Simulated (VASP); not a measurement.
An input for Ansatz (written as the equivalent of a VASP run, and not itself run):

Ansatz 0.2 input:
```yaml
crystal:
  lattice:
    - [0.0000000, 3.1450000, 3.1450000]
    - [3.1450000, 0.0000000, 3.1450000]
    - [3.1450000, 3.1450000, 0.0000000]
  atoms:
    - { symbol: K, position: [0.0000000, 0.0000000, 0.0000000] }
    - { symbol: Cl, position: [0.5000000, 0.5000000, 0.5000000] }
kpoints:
  mp_grid: { grid: [7, 7, 7] }
hamiltonian:
  xc: r2scan
  pseudopotentials: { kind: paw }
scf:
  occupations: { method: gaussian, width: 0.05 }
  max_iter: 100
relax:
  max_steps: 60
  f_tol: 0.01
  cell: {}
output: { forces: true, stress: true, eigenvalues: true }
```

Translate this input to VASP (INCAR, KPOINTS, POSCAR, choice of POTCAR).

One answer among several that fit: 
**POSCAR**
```
KCl
1
    0.0000000000     3.1450000000     3.1450000000
    3.1450000000     0.0000000000     3.1450000000
    3.1450000000     3.1450000000     0.0000000000
K Cl
1 1
Direct
  0.0000000000   0.0000000000   0.0000000000
  0.5000000000   0.5000000000   0.5000000000
```

INCAR:
```
! general
SYSTEM  = KCl
PREC    = Accurate
ENCUT   = 480
LREAL   = F
LASPH   = T

! electronic loop
EDIFF   = 1E-6   ! SCF stop (eV)
NELM    = 100
ALGO    = Normal   ! blocked Davidson
LMIXTAU = T

! smearing
ISMEAR  = 0   ! Gaussian
SIGMA   = 0.05   ! width (eV)

! functional
METAGGA = R2SCAN

! ions
IBRION  = 2
NSW     = 60
ISIF    = 3
EDIFFG  = -0.01   ! ionic stop

! output
LWAVE   = F
LCHARG  = F
```

KPOINTS:
```
K-points
0
Gamma
  7 7 7
0 0 0
```

POTCAR, in this order: K_sv Cl (PBE.64 set). Program: vasp_std.

The two are equivalent in intent, not identical: each code has its own PAW files, so the cut-off isn't converted (ENCUT is set for VASP's; basis.ecutwfc is left out, and Ansatz then takes the one that its files recommend); Ansatz stops its SCF on the density residual and VASP on the energy change (EDIFF).

The compound is KCl in the rock salt structure. The cell was not relaxed at this level.
